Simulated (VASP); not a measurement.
Data:

```
Ti
1.0
    1.47500    -2.55477     0.00000
    1.47500     2.55477     0.00000
    0.00000     0.00000     4.68000
Ti
2
Direct
  0.33333   0.66667   0.25000
  0.66667   0.33333   0.75000
```

Computed with PBE GGA with D3 dispersion (Becke-Johnson damping), VASP's PBE PAW potentials (set 64) (plane waves; VASP). Run with 520 eV cut-off, 13×13×7 Γ-centred mesh, first-order Methfessel-Paxton smearing of 0.10 eV, potentials Ti_sv.

Energy and stress use the plane-wave basis of the starting cell.

**Question.** The ions, cell shape and volume are relaxed. Which structure does the run end with?

**Answer.** 
```
Ti
1.0
    1.44145    -2.49666     0.00000
    1.44145     2.49666     0.00000
    0.00000     0.00000     4.57516
Ti
2
Direct
  0.33333   0.66667   0.25000
  0.66667   0.33333   0.75000
```
Space group P6_3/mmc (194), at a tolerance of 0.03 Å.

**Question.** How do energy and volume change from the first to the last step?

**Answer.** The energy (σ→0) changes by -28.5 meV/atom and the volume by -6.6 %, in 5 ionic steps.

The compound is Ti in the hcp structure. This run relaxes it. Symmetry was kept, so distortions that lower it aren't found.
